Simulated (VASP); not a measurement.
A convergence study with VASP on GaN (wurtzite): one setting is varied, all else stays as given below, so the limit is that of these other settings.

```
GaN
1.0
    1.59500    -2.76262     0.00000
    1.59500     2.76262     0.00000
    0.00000     0.00000     5.19000
Ga N
2 2
Cartesian
  1.59500  -0.92088   2.59500
  1.59500   0.92088   0.00000
  1.59500  -0.92088   4.55163
  1.59500   0.92088   1.95663
```

The numbers are results of LDA (Ceperley-Alder, Perdew-Zunger), VASP's LDA PAW potentials (set 64) (plane waves; VASP), not measurements. The tightest run used: 700 eV cut-off, 13×13×7 Monkhorst-Pack mesh, Gaussian smearing of 0.050 eV, potentials Ga_d N.

```json
[
 {"setting": "1×1×1 mesh", "E (eV/atom)": "-2.6732", "pressure (GPa)": "22.41", "irreducible k-points": "1"},
 {"setting": "2×2×1 mesh", "E (eV/atom)": "-7.1765", "pressure (GPa)": "-6.73", "irreducible k-points": "2"},
 {"setting": "3×3×2 mesh", "E (eV/atom)": "-6.8983", "pressure (GPa)": "-5.09", "irreducible k-points": "3"},
 {"setting": "4×4×2 mesh", "E (eV/atom)": "-6.9781", "pressure (GPa)": "-5.57", "irreducible k-points": "6"},
 {"setting": "5×5×3 mesh", "E (eV/atom)": "-6.9683", "pressure (GPa)": "-5.63", "irreducible k-points": "10"}
]
```

Problem. These are the cheaper rows. Estimate the results at 13×13×7 mesh, and how far the last row shown lies from them.

Solution. 
```
quantity        tightest run  last row shown is off by
--------------  ------------  ------------------------
E (eV/atom)          -6.9733                    0.0049
pressure (GPa)         -5.58                     -0.05
```

Left out are rungs that failed or repeat a setting and relaxations that didn't move; long series are thinned to 24 rows.

The compound is GaN in the wurtzite structure. The cell was not relaxed at this level.
